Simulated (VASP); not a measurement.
# SrCl2: optical spectrum, part 2 of 3

Aim: the dielectric function of SrCl2 for independent particles, and its static limit with local fields. The cell is of the fluorite type, one of the forms listed for this formula. The start is a cell from a database of measured crystal structures.

VASP 6.6.1, plane waves and PAW; the level of theory is named at each step.

So far. Step 2 (Ground state): The cell has a gap of 5.33 eV on this mesh. Spin-orbit coupling is left out, which can shift or reorder these edges.

### 4. Static response with local fields

Level of this step: PBE; plane waves and PAW (Sr_sv, Cl) (VASP).

Perturbation theory (LEPSILON) gives the dielectric tensor with local fields, and the Born charges.

INCAR reads:

```
SYSTEM = SrCl2
PREC = Accurate
ENCUT = 400
EDIFF = 1E-08
NELM = 100
ISMEAR = 0
SIGMA = 0.01
LREAL = .FALSE.
ALGO = Normal
GGA = PE
NBANDS = 18
LWAVE = .FALSE.
LCHARG = .FALSE.
KPAR = 4
LEPSILON = .TRUE.
```

POSCAR reads:

```
SrCl2
1.0
    0.0000000000      3.4883500000      3.4883500000
    3.4883500000      0.0000000000      3.4883500000
    3.4883500000      3.4883500000      0.0000000000
Sr Cl
1 2
Direct
    0.0000000000      0.0000000000      0.0000000000
    0.7500000000      0.7500000000      0.7500000000
    0.2500000000      0.2500000000      0.2500000000
```

KPOINTS reads:

```
Automatic mesh
0
Gamma
8 8 8
0 0 0
```

The projector-augmented-wave data sets are Sr_sv and Cl (PBE family, release 64).

Launch:

```bash
$ mpirun -np 4 vasp_std
```

Log:

```text
[... set-up lines as in an earlier step ...]
 entering main loop
       N       E                     dE             d eps       ncg     rms          rms(c)
DAV:   1     0.126864535291E+03    0.12686E+03   -0.10050E+04  1044   0.976E+02
DAV:   2    -0.530573079140E+01   -0.13217E+03   -0.12875E+03  1366   0.213E+02
DAV:   3    -0.128039546427E+02   -0.74982E+01   -0.74796E+01  1338   0.523E+01
DAV:   4    -0.130560870106E+02   -0.25213E+00   -0.25188E+00  1838   0.814E+00
DAV:   5    -0.130582385358E+02   -0.21515E-02   -0.21512E-02  1390   0.712E-01    0.130E+01
DAV:   6    -0.127625198032E+02    0.29572E+00   -0.65127E-01  1186   0.451E+00    0.836E+00
DAV:   7    -0.127716036382E+02   -0.90838E-02   -0.38719E-01  1462   0.371E+00    0.208E+00
DAV:   8    -0.127771785713E+02   -0.55749E-02   -0.58354E-02  1284   0.132E+00    0.374E-01
DAV:   9    -0.127784063336E+02   -0.12278E-02   -0.21965E-03  1508   0.280E-01    0.136E-01
DAV:  10    -0.127796930213E+02   -0.12867E-02   -0.98718E-04  1162   0.183E-01    0.370E-02
DAV:  11    -0.127797965488E+02   -0.10353E-03   -0.86240E-05  1418   0.506E-02    0.424E-02
DAV:  12    -0.127798128943E+02   -0.16346E-04   -0.18819E-05  1180   0.222E-02    0.354E-03
DAV:  13    -0.127798150724E+02   -0.21780E-05   -0.29458E-06  1422   0.920E-03    0.447E-03
DAV:  14    -0.127798149667E+02    0.10564E-06   -0.54433E-07  1174   0.444E-03    0.204E-03
DAV:  15    -0.127798150028E+02   -0.36106E-07   -0.15181E-08  1454   0.877E-04    0.674E-04
DAV:  16    -0.127798150362E+02   -0.33407E-07   -0.31738E-09   962   0.420E-04    0.137E-04
DAV:  17    -0.127798150458E+02   -0.95590E-08   -0.46131E-10   794   0.158E-04
   1 F= -.12779815E+02 E0= -.12779815E+02  d E =-.305224E-11
 Linear response reoptimize wavefunctions to high precision
DAV:   1    -0.127798150460E+02   -0.17053E-09   -0.15312E-10   800   0.731E-05
DAV:   2    -0.127798150460E+02    0.20009E-10   -0.25656E-11   706   0.317E-05
 Linear response G [H, r] |phi>, progress :
  Direction:   1
       N       E                     dE             d eps       ncg     rms
RMM:   1    -0.884410384183E+02   -0.88441E+02    0.44823E+02  2189   0.108E+02
RMM:   2    -0.852766868249E+02    0.31644E+01   -0.11839E+01  2021   0.205E+01
RMM:   3    -0.857250830036E+02   -0.44840E+00   -0.25938E+00  2317   0.639E+00
RMM:   4    -0.858130709591E+02   -0.87988E-01   -0.53320E-01  2402   0.262E+00
RMM:   5    -0.858313994570E+02   -0.18328E-01   -0.10627E-01  2461   0.112E+00
RMM:   6    -0.858350340134E+02   -0.36346E-02   -0.28050E-02  2468   0.449E-01
RMM:   7    -0.858352693306E+02   -0.23532E-03   -0.95407E-03  2572   0.214E-01
RMM:   8    -0.858356990943E+02   -0.42976E-03    0.28842E-02  2581   0.104E-01
RMM:   9    -0.858358219995E+02   -0.12291E-03    0.12591E-02  2540   0.475E-02
RMM:  10    -0.858358609173E+02   -0.38918E-04    0.70838E-03  2574   0.252E-02
RMM:  11    -0.858358553379E+02    0.55793E-05    0.24666E-03  2501   0.124E-02
RMM:  12    -0.858358686755E+02   -0.13338E-04    0.13413E-03  2484   0.748E-03
RMM:  13    -0.858358704894E+02   -0.18139E-05    0.28485E-04  2470   0.489E-03
RMM:  14    -0.858358708855E+02   -0.39610E-06    0.15101E-04  2425   0.339E-03
RMM:  15    -0.858358722954E+02   -0.14099E-05    0.25701E-04  2383   0.279E-03
RMM:  16    -0.858358745828E+02   -0.22873E-05    0.56769E-05  2288   0.247E-03
RMM:  17    -0.858358733531E+02    0.12297E-05    0.12382E-04  2166   0.230E-03
RMM:  18    -0.858358747838E+02   -0.14308E-05    0.56697E-05  2100   0.220E-03
RMM:  19    -0.858358740198E+02    0.76403E-06    0.88591E-05  2054   0.215E-03
RMM:  20    -0.858358730666E+02    0.95320E-06    0.10914E-04  2045   0.212E-03
 Linear response G [H, r] |phi>, progress :
  Direction:   2
       N       E                     dE             d eps       ncg     rms
RMM:   1    -0.862259183171E+02   -0.86226E+02    0.45702E+02  2199   0.107E+02
RMM:   2    -0.823896523799E+02    0.38363E+01   -0.11382E+01  2028   0.197E+01
RMM:   3    -0.827951039307E+02   -0.40545E+00   -0.26116E+00  2325   0.621E+00
RMM:   4    -0.828756901109E+02   -0.80586E-01   -0.56015E-01  2398   0.257E+00
RMM:   5    -0.828923323889E+02   -0.16642E-01   -0.11435E-01  2448   0.110E+00
RMM:   6    -0.828958302841E+02   -0.34979E-02   -0.30033E-02  2463   0.447E-01
RMM:   7    -0.828970173055E+02   -0.11870E-02   -0.50218E-02  2561   0.212E-01
RMM:   8    -0.828964060727E+02    0.61123E-03   -0.18861E-03  2561   0.105E-01
RMM:   9    -0.828965669979E+02   -0.16093E-03    0.26782E-03  2519   0.520E-02
RMM:  10    -0.828965938919E+02   -0.26894E-04    0.21876E-03  2528   0.272E-02
RMM:  11    -0.828966107198E+02   -0.16828E-04    0.12906E-03  2464   0.142E-02
RMM:  12    -0.828966214239E+02   -0.10704E-04    0.25062E-05  2452   0.839E-03
RMM:  13    -0.828966246158E+02   -0.31919E-05   -0.85335E-07  2419   0.542E-03
RMM:  14    -0.828966263509E+02   -0.17351E-05   -0.58836E-05  2378   0.396E-03
RMM:  15    -0.828966280528E+02   -0.17019E-05    0.63716E-06  2302   0.323E-03
RMM:  16    -0.828966275891E+02    0.46375E-06   -0.28639E-05  2225   0.286E-03
RMM:  17    -0.828966297966E+02   -0.22075E-05   -0.49144E-05  2117   0.265E-03
RMM:  18    -0.828966270123E+02    0.27843E-05   -0.25134E-05  2066   0.253E-03
RMM:  19    -0.828966288611E+02   -0.18488E-05   -0.58867E-05  2015   0.247E-03
RMM:  20    -0.828966271065E+02    0.17546E-05   -0.14459E-05  1985   0.243E-03
 Linear response G [H, r] |phi>, progress :
  Direction:   3
       N       E                     dE             d eps       ncg     rms
RMM:   1    -0.838178857094E+02   -0.83818E+02    0.48906E+02  2109   0.107E+02
RMM:   2    -0.846112264730E+02   -0.79334E+00   -0.94535E+00  1920   0.191E+01
RMM:   3    -0.849633902287E+02   -0.35216E+00   -0.18943E+00  2248   0.554E+00
RMM:   4    -0.850230934988E+02   -0.59703E-01   -0.31630E-01  2278   0.214E+00
RMM:   5    -0.850367649153E+02   -0.13671E-01   -0.72789E-02  2373   0.955E-01
RMM:   6    -0.850395843387E+02   -0.28194E-02   -0.19717E-02  2370   0.396E-01
RMM:   7    -0.850405058892E+02   -0.92155E-03   -0.77965E-03  2493   0.203E-01
RMM:   8    -0.850407562509E+02   -0.25036E-03   -0.40145E-04  2445   0.982E-02
RMM:   9    -0.850408661622E+02   -0.10991E-03   -0.54228E-03  2420   0.486E-02
RMM:  10    -0.850408833073E+02   -0.17145E-04    0.47301E-03  2411   0.253E-02
RMM:  11    -0.850408846081E+02   -0.13007E-05    0.20018E-04  2370   0.133E-02
RMM:  12    -0.850408817719E+02    0.28361E-05    0.58612E-04  2344   0.792E-03
RMM:  13    -0.850408781878E+02    0.35841E-05   -0.84958E-04  2315   0.503E-03
RMM:  14    -0.850408792961E+02   -0.11083E-05    0.56952E-05  2265   0.352E-03
[...]
dielectric tensor                  component  1 :     3.337     0.004     0.009
 Linear response to external field (no local field effect), progress :
  Direction:   2
       N       E                     dE             d eps       ncg     rms          rms(c)
RMM:   1    -0.461365688572E+00   -0.46137E+00   -0.12069E+00  2273   0.364E+00
RMM:   2    -0.481111072304E+00   -0.19745E-01   -0.48330E-02  2253   0.908E-01
RMM:   3    -0.484150990705E+00   -0.30399E-02   -0.79994E-03  2377   0.310E-01
RMM:   4    -0.484661513263E+00   -0.51052E-03   -0.10545E-03  2448   0.114E-01
RMM:   5    -0.484727347630E+00   -0.65834E-04   -0.17133E-04  2455   0.455E-02
RMM:   6    -0.484738198692E+00   -0.10851E-04   -0.28426E-05  2462   0.190E-02
RMM:   7    -0.484740104994E+00   -0.19063E-05   -0.72088E-06  2433   0.811E-03
RMM:   8    -0.484740479516E+00   -0.37452E-06   -0.35150E-05  2373   0.366E-03
RMM:   9    -0.484740557792E+00   -0.78276E-07   -0.22120E-06  2332   0.177E-03
RMM:  10    -0.484740574925E+00   -0.17133E-07   -0.62582E-06  2378   0.913E-04
RMM:  11    -0.484740578286E+00   -0.33612E-08   -0.18564E-06  2240   0.458E-04
RMM:  12    -0.484740579609E+00   -0.13234E-08   -0.12635E-06  2158   0.308E-04
RMM:  13    -0.484740579746E+00   -0.13688E-09   -0.58636E-07  1952   0.230E-04
RMM:  14    -0.484740578901E+00    0.84512E-09   -0.35178E-07  1723   0.207E-04
RMM:  15    -0.484740578940E+00   -0.38533E-10   -0.32645E-07  1535   0.199E-04
RMM:  16    -0.484740578943E+00   -0.34283E-11   -0.29105E-07  1470   0.197E-04
RMM:  17    -0.484740578935E+00    0.85016E-11   -0.24260E-07  1424   0.196E-04
 change of polarisation eV/A/(eV/A) component  2 :     0.002     0.969    -0.005
 dielectric tensor                  component  2 :     0.004     3.066    -0.011
 Linear response to external field (no local field effect), progress :
  Direction:   3
       N       E                     dE             d eps       ncg     rms          rms(c)
RMM:   1    -0.514405600964E+00   -0.51441E+00   -0.15121E+00  2196   0.373E+00
RMM:   2    -0.531262721158E+00   -0.16857E-01   -0.41179E-02  2173   0.873E-01
RMM:   3    -0.533738157399E+00   -0.24754E-02   -0.62379E-03  2295   0.270E-01
RMM:   4    -0.534105577229E+00   -0.36742E-03   -0.77193E-04  2367   0.960E-02
RMM:   5    -0.534152313135E+00   -0.46736E-04   -0.11699E-04  2385   0.372E-02
RMM:   6    -0.534159926439E+00   -0.76133E-05   -0.18676E-05  2348   0.153E-02
RMM:   7    -0.534161290020E+00   -0.13636E-05   -0.25258E-05  2203   0.658E-03
RMM:   8    -0.534161592967E+00   -0.30295E-06   -0.69797E-06  2162   0.305E-03
RMM:   9    -0.534161655886E+00   -0.62918E-07   -0.13987E-05  2125   0.146E-03
RMM:  10    -0.534161671857E+00   -0.15972E-07    0.25308E-07  2145   0.767E-04
RMM:  11    -0.534161674764E+00   -0.29068E-08   -0.31141E-06  2037   0.370E-04
RMM:  12    -0.534161674686E+00    0.77720E-10   -0.14712E-08  1931   0.252E-04
 change of polarisation eV/A/(eV/A) component  3 :     0.004    -0.005     1.068
 dielectric tensor                  component  3 :     0.009    -0.011     3.277
 Linear response to external field, progress :
  Direction:   1
       N       E                     dE             d eps       ncg     rms          rms(c)
RMM:   1    -0.499690980062E+00   -0.49969E+00   -0.14095E+00  4507   0.370E+00
RMM:   2    -0.518877517763E+00   -0.19187E-01   -0.47946E-02  4436   0.908E-01    0.173E+00
RMM:   3    -0.465413109032E+00    0.53464E-01   -0.12172E-01  3983   0.153E+00    0.893E-01
RMM:   4    -0.481102384810E+00   -0.15689E-01   -0.64452E-02  4196   0.115E+00    0.350E-01
RMM:   5    -0.502446420292E+00   -0.21344E-01   -0.41714E-03  4296   0.397E-01    0.543E-02
RMM:   6    -0.502652296268E+00   -0.20588E-03   -0.93507E-04  4731   0.126E-01    0.322E-02
RMM:   7    -0.503899917345E+00   -0.12476E-02   -0.17327E-04  4634   0.616E-02    0.118E-02
RMM:   8    -0.504085303048E+00   -0.18539E-03   -0.14188E-04  4914   0.240E-02    0.563E-03
RMM:   9    -0.504221885889E+00   -0.13658E-03   -0.77912E-05  4855   0.100E-02    0.239E-03
RMM:  10    -0.504217115005E+00    0.47709E-05   -0.14603E-05  4975   0.473E-03    0.676E-04
RMM:  11    -0.504210136775E+00    0.69782E-05   -0.15473E-05  5041   0.227E-03    0.350E-04
RMM:  12    -0.504209986637E+00    0.15014E-06   -0.22127E-06  5061   0.106E-03    0.332E-04
RMM:  13    -0.504209516437E+00    0.47020E-06   -0.38334E-06  4923   0.594E-04    0.122E-04
RMM:  14    -0.504209550130E+00   -0.33693E-07    0.42244E-08  4923   0.353E-04    0.267E-05
RMM:  15    -0.504209646096E+00   -0.95966E-07   -0.62385E-07  4254   0.217E-04    0.964E-06
 change of polarisation eV/A/(eV/A) component  1 :     0.902     0.004     0.002
 dielectric tensor                  component  1 :     2.922     0.009     0.004
 Linear response to external field, progress :
  Direction:   2
       N       E                     dE             d eps       ncg     rms          rms(c)
RMM:   1    -0.499220206330E+00   -0.49922E+00   -0.14048E+00  4523   0.371E+00
RMM:   2    -0.518843621897E+00   -0.19623E-01   -0.47950E-02  4463   0.914E-01    0.173E+00
RMM:   3    -0.465407505550E+00    0.53436E-01   -0.12168E-01  3991   0.153E+00    0.892E-01
RMM:   4    -0.481115664106E+00   -0.15708E-01   -0.64711E-02  4209   0.115E+00    0.350E-01
RMM:   5    -0.502468441765E+00   -0.21353E-01   -0.41756E-03  4315   0.398E-01    0.543E-02
RMM:   6    -0.502657076781E+00   -0.18864E-03   -0.95255E-04  4757   0.128E-01    0.323E-02
RMM:   7    -0.503875194764E+00   -0.12181E-02   -0.18262E-04  4664   0.616E-02    0.122E-02
RMM:   8    -0.504092704569E+00   -0.21751E-03   -0.10486E-04  4941   0.243E-02    0.551E-03
RMM:   9    -0.504224243522E+00   -0.13154E-03   -0.49806E-05  4902   0.100E-02    0.235E-03
RMM:  10    -0.504216943076E+00    0.73004E-05   -0.16063E-05  4992   0.472E-03    0.652E-04
RMM:  11    -0.504209989627E+00    0.69534E-05   -0.56179E-06  5068   0.231E-03    0.352E-04
RMM:  12    -0.504209956610E+00    0.33017E-07   -0.19604E-06  5076   0.108E-03    0.317E-04
RMM:  13    -0.504209447391E+00    0.50922E-06   -0.18813E-06  4956   0.620E-04    0.113E-04
RMM:  14    -0.504209563584E+00   -0.11619E-06   -0.20045E-07  4933   0.363E-04    0.321E-05
RMM:  15    -0.504209723962E+00   -0.16038E-06   -0.41204E-07  4271   0.229E-04    0.943E-06
 change of polarisation eV/A/(eV/A) component  2 :     0.002     0.902    -0.005
 dielectric tensor                  component  2 :     0.004     2.922    -0.011
 Linear response to external field, progress :
  Direction:   3
       N       E                     dE             d eps       ncg     rms          rms(c)
RMM:   1    -0.499220586142E+00   -0.49922E+00   -0.14048E+00  4523   0.371E+00
RMM:   2    -0.518846008206E+00   -0.19625E-01   -0.47970E-02  4462   0.914E-01    0.173E+00
RMM:   3    -0.465409808626E+00    0.53436E-01   -0.12167E-01  3991   0.153E+00    0.892E-01
RMM:   4    -0.481116336800E+00   -0.15707E-01   -0.64699E-02  4208   0.115E+00    0.350E-01
RMM:   5    -0.502464567923E+00   -0.21348E-01   -0.41696E-03  4312   0.398E-01    0.543E-02
RMM:   6    -0.502657003512E+00   -0.19244E-03   -0.95061E-04  4757   0.128E-01    0.323E-02
RMM:   7    -0.503876763369E+00   -0.12198E-02   -0.18462E-04  4665   0.616E-02    0.121E-02
RMM:   8    -0.504092085553E+00   -0.21532E-03   -0.97501E-05  4935   0.243E-02    0.553E-03
RMM:   9    -0.504223905905E+00   -0.13182E-03   -0.41466E-05  4896   0.100E-02    0.237E-03
RMM:  10    -0.504216385286E+00    0.75206E-05   -0.93521E-06  4994   0.473E-03    0.666E-04
RMM:  11    -0.504209636594E+00    0.67487E-05   -0.39249E-06  5074   0.230E-03    0.352E-04
RMM:  12    -0.504209555968E+00    0.80626E-07   -0.16575E-06  5084   0.107E-03    0.324E-04
RMM:  13    -0.504209066695E+00    0.48927E-06   -0.73184E-07  4947   0.604E-04    0.114E-04
RMM:  14    -0.504209168478E+00   -0.10178E-06   -0.45991E-07  4931   0.356E-04    0.262E-05
RMM:  15    -0.504209297904E+00   -0.12943E-06   -0.13380E-07  4275   0.222E-04    0.876E-06
 change of polarisation eV/A/(eV/A) component  3 :    -0.001    -0.001     0.902
 dielectric tensor                  component  3 :    -0.003    -0.002     2.922
 Born effective charges drift removed
```

The job ended after 64 s (4 MPI ranks of Intel Xeon 6975P-C (Granite Rapids), shared host; peak memory 1.3 GiB; 4.2 min of CPU time).

OUTCAR, selected parts (step 4):

```text
The static configuration has the point symmetry O_h .

 Found     29 irreducible k-points:

   k-points           NKPTS =     29   k-points in BZ     NKDIM =     29   number of bands    NBANDS=     18

   NELECT =      24.0000    total number of electrons

  Total        0.5603942      0.5603942      0.5603942     -0.0000000     -0.0000000      0.0000000
  in kB       10.5758208     10.5758208     10.5758208     -0.0000000     -0.0000000      0.0000000
  external PRESSURE =      10.5758208 kB  Pullay stress =       0.0000000 kB

 POSITION                                       TOTAL-FORCE (eV/Angst)
 -----------------------------------------------------------------------------------
      0.00000      0.00000      0.00000        -0.000000      0.000000     -0.000000
      5.23252      5.23252      5.23252        -0.000000     -0.000000     -0.000000
      1.74418      1.74418      1.74418         0.000000      0.000000      0.000000
 -----------------------------------------------------------------------------------
    total drift:                                0.000000     -0.000000      0.000000

 MACROSCOPIC STATIC DIELECTRIC TENSOR (including local field effects in DFT)
 ------------------------------------------------------
           2.922229    -0.000000    -0.000000
          -0.000000     2.922229    -0.000000
           0.000000     0.000000     2.922229
 ------------------------------------------------------

 PIEZOELECTRIC TENSOR (including local field effects)  for field in x, y, z        (C/m^2)
          XX          YY          ZZ          XY          YZ          ZX
  --------------------------------------------------------------------------------
  x     0.00000     0.00000     0.00000     0.00000     0.00000     0.00000
  y     0.00000     0.00000     0.00000     0.00000     0.00000     0.00000
  z     0.00000     0.00000     0.00000     0.00000     0.00000     0.00000

 BORN EFFECTIVE CHARGES (including local field effects) (in |e|, cummulative output)
 ---------------------------------------------------------------------------------
 ion    1
    1     2.49765     0.00000     0.00000
    2     0.00000     2.49765     0.00000
    3     0.00000     0.00000     2.49765
 ion    2
    1    -1.24883     0.00000     0.00000
    2     0.00000    -1.24883     0.00000
    3     0.00000     0.00000    -1.24883
 ion    3
    1    -1.24883     0.00000     0.00000
    2     0.00000    -1.24883     0.00000
    3     0.00000     0.00000    -1.24883

[... 7 parts as in an earlier step ...]

[... 1 further part left out ...]
```

Energies printed during the response cycles are not total energies of the cell.

Numbers from this step:

| Quantity | Value |
| --- | --- |
| Fermi energy | 0.194 eV |
| pressure | 1.058 GPa |

Electronic dielectric tensor with local fields:

```
2.92 0.00 0.00
0.00 2.92 0.00
0.00 0.00 2.92
```

Born effective charge (e), principal values of the symmetric part by kind of site:

| atom | atoms with these values | low | middle | high | mean |
| --- | --- | --- | --- | --- | --- |
| Sr1 | 1 | 2.50 | 2.50 | 2.50 | 2.50 |
| Cl2 | 2 | -1.25 | -1.25 | -1.25 | -1.25 |

In full for Cl2:

```
-1.25  0.00  0.00
 0.00 -1.25  0.00
 0.00  0.00 -1.25
```

The mean electronic (clamped-ion) dielectric constant is 2.92.

[end of part 2 of 3]

[Lines on the potential files, build, host, timing and source positions are cut from VASP's logs without a mark.]

[Logs are printed without paths, hosts, clocks, repeated set-up lines and the standing remarks that a program may print on its own settings, such as how far it seeks lower states.]

[Hosts, paths, dates, database ids (printed as entryN), source tags and the programs' standing remarks are cut or masked in the printed files.]
